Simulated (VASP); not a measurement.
A convergence study with VASP on GaP (zinc blende): one setting is varied, all else stays as given below, so the limit is that of these other settings. Each run relaxes cell and ions from the cell shown.

```
CELL_PARAMETERS angstrom
      0.00000     2.72500     2.72500
      2.72500     0.00000     2.72500
      2.72500     2.72500     0.00000
ATOMIC_POSITIONS crystal
  Ga 0.00000 0.00000 0.00000
  P  0.25000 0.25000 0.25000
```

These are PBEsol GGA, VASP's PBE PAW potentials (set 64) (plane waves; VASP) values and carry that method's errors. The tightest run used: 550 eV cut-off, 12×12×12 Γ-centred mesh, Gaussian smearing of 0.050 eV, potentials Ga_d P.

Gaps are read on the run's mesh, which can miss a band edge.

```csv
setting,relaxed volume (Å³/atom),E (eV/atom),gap on the mesh (eV),irreducible k-points
2×2×2 mesh,21.764,-3.8401,1.071,3
3×3×3 mesh,20.471,-4.6995,1.584,4
4×4×4 mesh,20.195,-4.8863,1.480,8
5×5×5 mesh,20.119,-4.9373,1.460,10
```

Q: These are the cheaper rows. Estimate the results at 12×12×12 mesh, and how far the last row shown lies from them.

A: 
```json
[
 {"quantity": "relaxed volume (Å³/atom)", "tightest run": "20.092", "last row shown is off by": "0.027"},
 {"quantity": "E (eV/atom)", "tightest run": "-4.9619", "last row shown is off by": "0.0246"},
 {"quantity": "gap on the mesh (eV)", "tightest run": "1.457", "last row shown is off by": "0.003"}
]
```

Left out are rungs that failed or repeat a setting and relaxations that didn't move; long series are thinned to 24 rows.

The compound is GaP in the zinc blende structure.
